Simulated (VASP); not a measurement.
The system is ZnS.

```
CELL_PARAMETERS angstrom
3.81100 0.00000 0.00000
-1.90550 3.30042 0.00000
0.00000 0.00000 6.23400
ATOMIC_POSITIONS crystal
Zn 0.33333 0.66667 0.00000
Zn 0.66667 0.33333 0.50000
S 0.33333 0.66667 0.38500
S 0.66667 0.33333 0.88500
```

- Program: VASP 6.6.1
- Task: relaxation of cell and atoms
- Functional: PBE
- Potentials or basis: VASP PAW PBE potentials, release 64 (Zn, S)
- Cutoff: 350 eV
- k mesh: 9 × 9 × 6
- Occupations: gaussian, width 0.02 eV
- Spin: no spin polarisation

At the start: pressure 2.3 GPa; volume 19.60 Å³/atom.

Problem. How do energy, volume and symmetry change on relaxing?

Solution. Over 10 steps the energy falls by 9.0 meV/atom and the volume is 20.17 Å³/atom (+2.9 %); space group P6_3mc (No. 186, to 0.05 Å).

Step by step:
| step | energy change (eV) | largest force (eV/Å) | pressure (GPa) | volume (Å³) |
| --- | --- | --- | --- | --- |
| 1 | 0.0000 | 0.3214 | 2.28 | 78.41 |
| 2 | -0.0290 | 0.0912 | -0.72 | 81.61 |
| 3 | -0.0299 | 0.1248 | -0.28 | 81.11 |
| 4 | -0.0330 | 0.0703 | -0.10 | 80.85 |
| 5 | -0.0344 | 0.0108 | 0.13 | 80.58 |
| 6 | -0.0345 | 0.0056 | 0.16 | 80.51 |
| 7 | -0.0359 | 0.0015 | 0.04 | 80.64 |
| 8 | -0.0360 | 0.0032 | 0.01 | 80.67 |
| 9 | -0.0360 | 0.0029 | 0.02 | 80.67 |
| 10 | -0.0360 | 0.0008 | 0.00 | 80.70 |

Final structure:
```cif
data_structure
_symmetry_space_group_name_H-M 'P 1'
_symmetry_Int_Tables_number 1
_cell_length_a 3.8447
_cell_length_b 3.8447
_cell_length_c 6.3040
_cell_angle_alpha 90.000
_cell_angle_beta 90.000
_cell_angle_gamma 120.000
_cell_volume 80.70
loop_
_atom_site_label
_atom_site_type_symbol
_atom_site_fract_x
_atom_site_fract_y
_atom_site_fract_z
_atom_site_occupancy
Zn1 Zn 0.33333 0.66667 0.00521 1
Zn2 Zn 0.66667 0.33333 0.50521 1
S1 S 0.33333 0.66667 0.37979 1
S2 S 0.66667 0.33333 0.87979 1
```
